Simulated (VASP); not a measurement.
Input:

```
AuZn
1.0
    3.12704     0.00000     0.00000
    0.00000     3.12704     0.00000
    0.00000     0.00000     3.12704
Zn Au
1 1
Direct
  0.50000   0.50000   0.50000
  0.00000   0.00000   0.00000
```

Calculation: PBEsol GGA, VASP's PBE PAW potentials (set 64) (plane waves; VASP 6.6.1). Settings: 400 eV cut-off, 11×11×11 Γ-centred mesh, first-order Methfessel-Paxton smearing of 0.10 eV, potentials Zn Au.

Unless said otherwise, spin-orbit coupling is left out, though it shifts the bands of the heavy elements here.

What does the run give for the energy per atom (σ→0), band gap (on the k-mesh) with the smallest direct gap where there is one?

| Item | Result |
|---|---|
| band gap (on the k-mesh) | none (metal, semimetal or under 0.01 eV) |
| energy per atom (σ→0) | -2.975 eV/atom |

The compound is AuZn in the CsCl type structure. It was relaxed first. The start is the result of an earlier pass. The electron count is odd and the run is not spin-polarised, which forces a metal.
